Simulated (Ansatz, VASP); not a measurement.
# Cross-check of Si2Mo between VASP and Ansatz

One calculation is typed for both programs; each brings its own data sets and cutoff. How far apart do they land? The start cell is built, not measured: As first built, before any earlier steps moved the atoms (in the runner's words): it takes the Si2W structure with some of its atoms replaced by other elements, volume scaled by an estimate. The cell is taken from a series of VASP runs on this material, whose earlier steps may have relaxed, scaled or displaced it; both programs get it as it stands.

Calculated with Ansatz 0.2.0; plane waves, with VASP 6.6.1 beside it; single point at r2SCAN.

## (1) Starting point

The structure is tetragonal, space group I4/mmm (No. 139). The conventional cell has a = 3.203 Å, b = 3.203 Å, c = 7.817 Å, α = 90.00°, β = 90.00°, γ = 90.00°. Mo has 10 Si at 2.60 to 2.62 Å nearest. Nearest to Si lie 5 Si at 2.57 to 2.63 Å and 5 Mo at 2.60 to 2.62 Å. As first built, before any earlier steps moved the atoms (in the runner's words): sites of the Si2W structure (space group 139) filled with other elements, volume scaled by an estimate. Farther neighbours are not listed.

## (2) Ansatz: single point, r2SCAN

Ansatz runs on its default PAW (the set named soft_2) files.

With cell and atoms fixed, the geometry can't cause a difference; cores, projectors, grids and the points listed under the comparison can.

Input file input.yaml:

```yaml
crystal:
  lattice:
    - [-1.6015323554, 1.6015323554, 3.9083924648]
    - [1.6015323554, -1.6015323554, 3.9083924648]
    - [1.6015323554, 1.6015323554, -3.9083924648]
  atoms:
    - { symbol: Mo, position: [0.0, 0.0, 0.0] }
    - { symbol: Si, position: [0.3354524068, 0.3354524068, 0.0] }
    - { symbol: Si, position: [0.6645475932, 0.6645475932, 0.0] }
hamiltonian:
  xc: r2scan
  pseudopotentials: { kind: paw }
kpoints:
  mp_grid: { grid: [14, 14, 14] }
scf:
  occupations: { method: tetrahedron }
output:
  forces: true
  stress: true
  write_density: true
  write_potential: true
  elf: true
  volumetric_format: npy
```

On the command line:

```
> ansatz run input.yaml --threads 2 --pin off --max-ram 4608MiB --backend cpu --events-out ev --progress --plain --runs-dir out
```

Numbers of over 12 decimals in the logs are rounded to 6 here.

Log:

```text
Warning: output.forces, output.stress, relax.cell or npt_langevin: where a Kohn–Sham band that disperses or a degenerate level is filled in part under the method tetrahedron, the forces or the stress that this run publishes need not agree with its energy (scf.occupations.method in the input reference, under Limitations); prefer a smearing scheme for the forces or the stress
Engine: ansatz 0.2.0, aarch64-unknown-linux-gnu
Pseudopotentials: kind: paw
Pseudopotential: Mo, paw, valence charge 14, recommended cutoff 500 eV (meta_gga), Mo.paw.azcp
Pseudopotential: Si, paw, valence charge 4, recommended cutoff 500 eV (meta_gga), Si.paw.azcp
Functional definition: r2SCAN
  parameter k0 = 0.174
  parameter k1 = 0.065
  parameter a1 = 4.9479
  exchange = r2scan_x(k0 = k0, k1 = k1, a1 = a1)
  correlation = r2scan_c
Crystal: 3 atoms, lattice volume = 40.099 Å³
Basis set: ecut = 500 eV, 1023 PW (Γ), exchange–correlation on 144×144×144 points (64 copies of the dense FFT grid, shifted against one another)
Bands: 15, of which v1, the nominal top of the filled ones, is band 11 counted from 1 (10 counted from 0)
Symmetry: 16 space group operations
Space group: I4/mmm (ITA 139), of the structure as read, at distance tolerance 3.4e-5 Å
k-points: 244 of 2744
Non-local potential: Mo, projectors of the file, l = 0: 3, l = 1: 2, l = 2: 2, l = 3: 1
Non-local potential: Si, projectors of the file, l = 0: 2, l = 1: 2, l = 2: 2
PAW form: soft (Blöchl's): semilocal exchange-correlation on the pseudo side does not see the compensation charge
PAW frozen core: Mo, regenerated for the run's functional (the file was generated under x = pbe(κ = 0.804, μ = 0.219515), c = pbe(β = 0.066725))
PAW frozen core: Si, regenerated for the run's functional (the file was generated under x = pbe(κ = 0.804, μ = 0.219515), c = pbe(β = 0.066725))
PAW one-centre angular grid: Mo, 590 points (default); XC on 160 Gauss nodes
PAW one-centre angular grid: Si, 302 points (default); XC on 160 Gauss nodes
Initial density: superposition of atomic densities (neutral atoms: chi_scale 0, normalization atom), corrected by the library's trained network
Initial wavefunctions: pseudopotential atomic-orbital guess
Functional: x = r2scan, c = r2scan; τ floored in thin density (d = 2e-4 eV/Å³)
SCF iter   1: F=—  HF=-6247.107650 eV  |F-HF|=—  |Δ(HF+E_count)|=         —  Δρ=7.75e-3  dr2=1.73e-2  dr2_τ=3.55e-2  ethr=1.77e-3  ⟨swp⟩=6.0  Hψ=21540  notcnv=0
preconditioner: auto → Kerker (q_TF=auto, 2.469 Å⁻¹)  [metal: no gap  n_scr=10 (ndim 8)  ℏωp=21.9 eV  f_vac=0.000]
SCF iter   2: F=—  HF=-6247.144507 eV  |F-HF|=—  |Δ(HF+E_count)|=   3.69e-2  Δρ=4.90e-3  dr2=7.18e-3  dr2_τ=1.29e-4  ethr=7.88e-5  ⟨swp⟩=2.0  Hψ=8299  notcnv=0
SCF iter   3: F=—  HF=-6247.143946 eV  |F-HF|=—  |Δ(HF+E_count)|=   5.62e-4  Δρ=6.90e-4  dr2=1.81e-4  dr2_τ=5.88e-5  ethr=3.26e-5  ⟨swp⟩=2.0  Hψ=6315  notcnv=0
SCF iter   4: F=—  HF=-6247.143930 eV  |F-HF|=—  |Δ(HF+E_count)|=   1.54e-5  Δρ=2.43e-4  dr2=1.56e-5  dr2_τ=2.48e-6  ethr=8.21e-7  ⟨swp⟩=2.0  Hψ=6783  notcnv=0
SCF iter   5: F=—  HF=-6247.143941 eV  |F-HF|=—  |Δ(HF+E_count)|=   1.05e-5  Δρ=6.80e-5  dr2=2.81e-6  dr2_τ=3.12e-7  ethr=7.07e-8  ⟨swp⟩=2.0  Hψ=6355  notcnv=0
SCF iter   6: F=—  HF=-6247.143938 eV  |F-HF|=—  |Δ(HF+E_count)|=   2.83e-6  Δρ=2.13e-5  dr2=1.21e-7  dr2_τ=1.32e-8  ethr=1.28e-8  ⟨swp⟩=2.5  Hψ=6289  notcnv=0
SCF iter   7: F=-6247.143938 eV  HF=-6247.143938 eV  |F-HF|=4.14e-8  |Δ(HF+E_count)|=   3.24e-8  Δρ=8.65e-6  dr2=2.11e-8  dr2_τ=1.23e-9  ethr=4.55e-10  ⟨swp⟩=8.0  Hψ=20952  notcnv=0
SCF 1 converged in 7 iterations: F = -6247.143938 eV  dr2 = 2.11e-8
  greatest PAW one-centre occupation: 0.997 electrons in one spin orbital (limit 2), on the Mo atom at site 0 (counted from 0), in its partial waves of l = 0
SCF converged after 7 iterations
Stability not checked: this state was not tested for a lower state beside it, because cold or Methfessel-Paxton smearing, or corrected tetrahedra, fill the levels in a way that the test cannot read (fill_not_monotonic; see scf.lower_state_search)
Free energy (F): -6247.143938 eV
Harris-Foulkes:  -6247.143938 eV  (|F-HF|=4.14e-8)
Internal energy: -6247.143933 eV  (E = F + TS)
E sigma→0 (E₀):  -6247.143938 eV
Entropy (-TS):   -0.000005 eV (-0.002 meV/atom)
Fermi energy:    16.009357 eV
--- Per-component energies (eV) ---
  E_band       = -60.360435
  E_kinetic    = 530.705657
  E_local      = -1143.456759  (includes V_loc(G=0)·N_el)
  E_nonlocal   = 190.130333
  E_hartree    = 426.829096
  E_xc         = -286.061934
  E_vxc        = -363.252735  (∫ρ·V_xc dr)
  E_paw        = -4256.260649  (= ΣΔE_a)
  E_vpaw       = -149.720028  (= ΣTr[D̂ρ^β])
  E_aug_tail   = 0.000017  (compensation charges beyond the density's cutoff)
  E_vtau       = 21.577548  (kinetic-family band-sum trace: ∫τ·v_τ [+ j·A + Jᵃ·Aᵃ] dr)
  E_ewald      = -1708.655625
  E_core_change = -0.374070  (= ΣΔE_core)
  E_smearing   = -0.000005  (= −TS)
  E_closure    = 0.000000  (closes the sum)
  Σ components = -6247.143938   (vs F -6247.143938, Δ=0.00e0)
--- Forces (eV/Å), atoms counted from 1 ---
  atom   1  Mo    -0.00000000     0.00000000    -0.00000000
  atom   2  Si     0.00000000     0.00000000    -0.00553751
  atom   3  Si    -0.00000000     0.00000000     0.00553751
  max |Σ_I F_I| component: 3.47e-17 eV/Å
--- Stress (GPa, compression-positive) ---
       -0.141042       0.000000       0.000000
        0.000000      -0.141042       0.000000
       -0.000000       0.000000      -0.000146
  P = ⅓ Tr σ = -0.0941 GPa (-0.941 kbar)
--- Band table (eV; the first three rows and the last of 244) ---
  k-point 0: bands = [... 7 lower, 12.9116, 13.2190, 13.2190, 16.3628, 19.4300, 19.4979, 19.6772, 19.6772]
  k-point 1: bands = [... 7 lower, 12.8030, 12.9488, 13.8770, 15.7380, 18.9898, 19.5542, 19.7324, 19.7682]
  k-point 2: bands = [... 7 lower, 11.8929, 13.0713, 14.4347, 14.5088, 18.5327, 19.5687, 19.9533, 20.0233]
  k-point 243: bands = [... 7 lower, 13.7701, 15.4128, 15.4128, 15.4624, 15.4624, 16.5083, 21.2026, 21.8263]
```

Run time: 16 s. Hardware: 2 threads of Arm Neoverse V1, shared host; peak memory 0.7 GiB; 27 s of CPU time.

In the SCF lines HF is the Harris–Foulkes energy and dr2 the Hartree energy of the density residual, in eV; the loop may stop once dr2 is under the threshold and the program's other checks hold. Hψ counts applications of the Hamiltonian.

The run ends at a pressure of -0.09 GPa, with forces up to 0.0055 eV/Å.

## (3) VASP: single point, r2SCAN

The same cell, functional, mesh and smearing now go to VASP, with its own data sets and cutoff.

Lines of VASP's logs that name or quote its potential files are left out, and so is its time.

Input file INCAR:

```
SYSTEM = Si2Mo
PREC = Accurate
ENCUT = 400
EDIFF = 1E-06
NELM = 100
ISMEAR = -5
SIGMA = 0.05
LREAL = .FALSE.
ALGO = Normal
METAGGA = R2SCAN
LASPH = .TRUE.
NBANDS = 24
LORBIT = 11
LWAVE = .FALSE.
LCHARG = .FALSE.
NEDOS = 2001
```

Input file POSCAR:

```
Si2Mo
1.0
   -1.6015323554      1.6015323554      3.9083924648
    1.6015323554     -1.6015323554      3.9083924648
    1.6015323554      1.6015323554     -3.9083924648
Mo Si
1 2
Direct
    0.0000000000      0.0000000000      0.0000000000
    0.3354524068      0.3354524068      0.0000000000
    0.6645475932      0.6645475932      0.0000000000
```

Input file KPOINTS:

```
Automatic mesh
0
Gamma
14 14 14
0 0 0
```

PAW data sets: Mo_sv and Si (PBE family, release 64).

On the command line:

```
> mpirun -np 1 vasp_std
```

Log:

```text
[banner, memory and clock lines left out]
running    1 mpi-ranks, on    1 nodes
 distrk:  each k-point on    1 cores,    1 groups
 distr:  one band on    1 cores,    1 groups

 POSCAR found type information on POSCAR MoSi
 POSCAR found :  2 types and       3 ions
|                                                                             |
|               ----> ADVICE to this user running VASP <----                  |
|                                                                             |
|     You enforced a specific xc type in the INCAR file but a different       |
|     [... a line on the potential file left out ...]
|     I HOPE YOU KNOW WHAT YOU ARE DOING!                                     |
|                                                                             |

 LDA part: xc-table for (None), standard interpolation
 POSCAR, INCAR and KPOINTS ok, starting setup
 FFT: planning ... GRIDC
 FFT: planning ... GRID_SOFT
 FFT: planning ... GRID
 WAVECAR not read
 entering main loop
       N       E                     dE             d eps       ncg     rms          rms(c)
DAV:   1     0.775920711570E+02    0.77592E+02   -0.95487E+03 11832   0.737E+02
DAV:   2    -0.497707342159E+02   -0.12736E+03   -0.12372E+03 14568   0.226E+02
DAV:   3    -0.521654020438E+02   -0.23947E+01   -0.23867E+01 14168   0.284E+01
DAV:   4    -0.521736297023E+02   -0.82277E-02   -0.82274E-02 13352   0.210E+00
DAV:   5    -0.521736829658E+02   -0.53264E-04   -0.53268E-04 14440   0.153E-01    0.247E+01
DAV:   6    -0.450282631718E+02    0.71454E+01   -0.42314E+00 11904   0.152E+01    0.499E+00
DAV:   7    -0.450103407556E+02    0.17922E-01   -0.22556E-01 13336   0.251E+00    0.376E+00
DAV:   8    -0.450150036139E+02   -0.46629E-02   -0.41429E-02 14168   0.137E+00    0.856E-01
DAV:   9    -0.450166118320E+02   -0.16082E-02   -0.67238E-03 13192   0.475E-01    0.315E-01
DAV:  10    -0.450167373493E+02   -0.12552E-03   -0.33255E-04 13976   0.107E-01    0.883E-02
DAV:  11    -0.450168688938E+02   -0.13154E-03   -0.19961E-04 12744   0.861E-02    0.526E-02
DAV:  12    -0.450168800318E+02   -0.11138E-04   -0.10117E-05 14424   0.174E-02    0.139E-02
DAV:  13    -0.450168831461E+02   -0.31143E-05   -0.30975E-06 12672   0.858E-03    0.509E-03
DAV:  14    -0.450168829750E+02    0.17107E-06   -0.12004E-07  6912   0.200E-03
   1 F= -.45016883E+02 E0= -.45016883E+02  d E =0.000000E+00
|                                                                             |
|           W    W    AA    RRRRR   N    N  II  N    N   GGGG   !!!           |
|           W    W   A  A   R    R  NN   N  II  NN   N  G    G  !!!           |
|           W    W  A    A  R    R  N N  N  II  N N  N  G       !!!           |
|           W WW W  AAAAAA  RRRRR   N  N N  II  N  N N  G  GGG   !            |
|           WW  WW  A    A  R   R   N   NN  II  N   NN  G    G                |
|           W    W  A    A  R    R  N    N  II  N    N   GGGG   !!!           |
|                                                                             |
|     Tetrahedron method does not include variations of the Fermi             |
|     occupations, so forces and stress will be inaccurate. We suggest        |
|     using a different smearing scheme ISMEAR = 1 or 2 for metals in         |
|     relaxations.                                                            |
|                                                                             |
```

OUTCAR, selected parts (step 3):

```text
ion  position               nearest neighbor table
   1  0.000  0.000  0.000-   3 2.60   2 2.60   3 2.60   2 2.60   3 2.60   2 2.60   2 2.60   3 2.60
                             2 2.62   3 2.62
   2  0.335  0.335  0.000-   3 2.57   1 2.60   1 2.60   1 2.60   1 2.60   1 2.62   3 2.63   3 2.63
                             3 2.63   3 2.63
   3  0.665  0.665  0.000-   2 2.57   1 2.60   1 2.60   1 2.60   1 2.60   1 2.62   2 2.63   2 2.63
                             2 2.63   2 2.63

  LATTYP: Found a body centered tetragonal cell.
 ALAT       =     3.2030647108
 C/A-ratio  =     2.4404080577

 Subroutine GETGRP returns: Found 16 space group operations
 (whereof 16 operations were pure point group operations)

The static configuration has the point symmetry D_4h.

 Found    244 irreducible k-points:

   k-points           NKPTS =    244   k-points in BZ     NKDIM =    244   number of bands    NBANDS=     24

   dimension x,y,z NGX =    30 NGY =   30 NGZ =   30
   dimension x,y,z NGXF=    60 NGYF=   60 NGZF=   60

   ENCUT  =  400.0 eV  29.40 Ry    5.42 a.u.   7.37  7.37  7.37*2*pi/ulx,y,z

   NELECT =      22.0000    total number of electrons

 k-points in reciprocal lattice and weights: Automatic mesh
   0.00000000  0.00000000  0.00000000       0.000
   0.07142857  0.00000000  0.00000000       0.003
   0.14285714  0.00000000  0.00000000       0.003
   0.21428571  0.00000000  0.00000000       0.003
   0.28571429  0.00000000  0.00000000       0.003
   0.35714286  0.00000000  0.00000000       0.003
   0.42857143  0.00000000  0.00000000       0.003
   0.50000000 -0.00000000  0.00000000       0.001
   0.07142857  0.07142857  0.00000000       0.003
[...]
-0.42857143 -0.42857143  0.42857143       0.001
   0.50000000  0.50000000  0.50000000       0.000

 average (electrostatic) potential at core
       1 -74.2146       2 -80.4254       3 -80.4254

 E-fermi :  12.2808

 k-point     1 :       0.0000    0.0000    0.0000
  band No.  band energies     occupation
    ...
      6       5.5138      2.00000
      7       8.8384      2.00000
      8       9.1785      2.00000
      9       9.4848      2.00000
     10       9.4848      2.00000
     11      12.6362     -0.19298
     12      15.7116      0.00000
     13      15.7610      0.00000
     14      15.9429      0.00000
     15      15.9429      0.00000
    ...

 k-point     2 :       0.0714    0.0000    0.0000
  band No.  band energies     occupation
    ...
      7       8.4226      2.00000
      8       9.1821      2.00000
      9       9.5505      2.00000
     10       9.7288      2.00000
     11      12.3298      1.15058
     12      15.3206      0.00000
     13      15.5062      0.00000
     14      15.9518      0.00000
     15      16.2700      0.00000
     16      17.0161      0.00000
    ...

 k-point     3 :       0.1429    0.0000    0.0000
  band No.  band energies     occupation
    ...
      7       7.7369      2.00000
      8       9.1432      2.00000
      9       9.7394      2.00000
     10       9.9813      2.00000
     11      11.6977      2.02536
     12      14.5862      0.00000
     13      14.9597      0.00000
     14      16.4979      0.00000
     15      16.7431      0.00000
     16      17.3932      0.00000
    ...

  Total       -0.0119103     -0.0119103      0.0135878      0.0000000     -0.0000000      0.0000000
  in kB       -0.4758876     -0.4758876      0.5429119      0.0000000     -0.0000000      0.0000000
  external PRESSURE =      -0.1362878 kB  Pullay stress =       0.0000000 kB

  energy-cutoff  :      400.00
  volume of cell :       40.10
      direct lattice vectors                 reciprocal lattice vectors
    -1.601532355  1.601532355  3.908392465     0.000000000  0.312200998  0.127929834
     1.601532355 -1.601532355  3.908392465     0.312200998  0.000000000  0.127929834
     1.601532355  1.601532355 -3.908392465     0.312200998  0.312200998  0.000000000

 POSITION                                       TOTAL-FORCE (eV/Angst)
 -----------------------------------------------------------------------------------
      0.00000      0.00000      0.00000         0.000000      0.000000     -0.000000
      0.00000      0.00000      2.62216        -0.000000     -0.000000     -0.013172
      0.00000      0.00000      5.19463         0.000000      0.000000      0.013172
 -----------------------------------------------------------------------------------
    total drift:                                0.000000      0.000000     -0.000000

  FREE ENERGIE OF THE ION-ELECTRON SYSTEM (eV)
  ---------------------------------------------------
  free  energy   TOTEN  =       -45.0168829750 eV

  energy  without entropy=      -45.0168829750  energy(sigma->0) =      -45.01688298

 total charge
# of ion       s       p       d       tot
------------------------------------------
    1        2.282   6.217   4.165  12.664
    2        0.730   0.892   0.000   1.622
    3        0.730   0.892   0.000   1.622
--------------------------------------------------
tot          3.743   8.000   4.165  15.908

[... 3 further parts left out ...]
```

With tetrahedra the forces and stress of a metal are not exact derivatives of the energy.

## (4) Side by side

Known differences besides the potentials themselves: VASP keeps PBE cores, Ansatz makes them for the functional; the cutoff is 500 eV in Ansatz and 400 eV in VASP. Total energies have different zeros and are not compared.

The two programs side by side:

```tsv
quantity	Ansatz	VASP	difference
pressure (GPa)	-0.09	-0.01	-0.08
```

At this near-relaxed geometry the largest component of a force difference is 8 meV/Å. Ansatz's pressure holds a Pulay correction of 0.03 GPa; VASP's holds none.

## (5) Summary of results

* difference in pressure (single point, r2SCAN): -0.080 GPa

What this shows: The difference in pressure is -0.080 GPa (single point, r2SCAN), within the 1 GPa picked in this series as the mark of a large difference. Such differences can come from data sets, numerical settings and the points named under the comparisons, not from the functional's error against experiment.

[Lines on the potential files, build, host, timing and source positions are cut from VASP's logs without a mark.]

[Logs are printed without paths, hosts, clocks, repeated set-up lines and the standing remarks that a program may print on its own settings, such as how far it seeks lower states.]

[Hosts, paths, dates, database ids (printed as entryN), source tags and the programs' standing remarks are cut or masked in the printed files.]
